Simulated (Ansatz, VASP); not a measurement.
## One calculation of Si2Bi2Te, two programs

The input INCAR:

```
  PREC = Accurate
  ENCUT = 520
  EDIFF = 1E-6
  ISMEAR = 0
  SIGMA = 0.1
  LREAL = F
  LASPH = T
  NELM = 100
  ALGO = Normal
  ISIF = 2
  LWAVE = F
  LCHARG = F
  GGA = PE
  NBANDS = 30
```

File KPOINTS:

```
Automatic mesh
0
Gamma
  4 4 4
```

File POSCAR:

```
Si2Bi2Te
1.0
   -3.3460790900      3.3460790900      3.4433603300
    3.3460790900     -3.3460790900      3.4433603300
    3.3460790900      3.3460790900     -3.4433603300
Si Bi Te
2 2 1
Direct
    0.8010768000      0.8010768000      0.0000000000
    0.1989232000      0.1989232000      0.0000000000
    0.5000000000      0.0000000000      0.5000000000
    0.0000000000      0.5000000000      0.5000000000
    0.5000000000      0.5000000000      0.0000000000
```

Input for Ansatz:

```yaml
crystal:
  lattice:
    - [-3.34607909, 3.34607909, 3.44336033]
    - [3.34607909, -3.34607909, 3.44336033]
    - [3.34607909, 3.34607909, -3.44336033]
  atoms:
    - { symbol: Si, position: [0.8010768, 0.8010768, 0.0] }
    - { symbol: Si, position: [0.1989232, 0.1989232, 0.0] }
    - { symbol: Bi, position: [0.5, 0.0, 0.5] }
    - { symbol: Bi, position: [0.0, 0.5, 0.5] }
    - { symbol: Te, position: [0.5, 0.5, 0.0] }
basis:
  ecutwfc: 420
kpoints:
  mp_grid: { grid: [4, 4, 4] }
hamiltonian:
  xc: pbe
scf:
  occupations: { method: gaussian, width: 0.1 }
  lower_state_search: "off"
output:
  forces: true
  stress: true
  eigenvalues: true
```

Alike in both runs: task single point; functional PBE; k mesh 4 × 4 × 4; occupations gaussian, width 0.1 eV; no spin polarisation.

|  | VASP | Ansatz |
| --- | --- | --- |
| version | VASP 6.6.1 | Ansatz 0.2.0 |
| potentials or method | VASP PAW PBE potentials, release 64 (Si, Bi_d, Te) | scalar-relativistic, plane waves, PAW |
| plane-wave cutoff (eV) | 520 | 420 |
| valence electrons in the cell | 44 | 54 |

Ansatz gave:

- gap on the k mesh at the Fermi level (eV): none
- pressure (GPa): 11.4
- largest component of the traceless stress (GPa): 30.99
- rms of the force components (eV/Å): 3.823

Q: Which values does VASP return?

A: gap on the k mesh at the Fermi level (eV): none; pressure (GPa): 11.5; largest component of the traceless stress (GPa): 31.10; rms of the force components (eV/Å): 3.828.

Atom by atom the forces differ by 0.005 eV/Å (rms over components). A gap of «none» marks a metal or a gap that the smearing closes. The two sets of potentials don't hold the same shells in valence.

Caveats: spin-orbit coupling is left out, which moves the levels of the heavy elements; forces of over 1 eV/Å show positions far from the minimum, so gaps and moduli don't describe the material at rest.
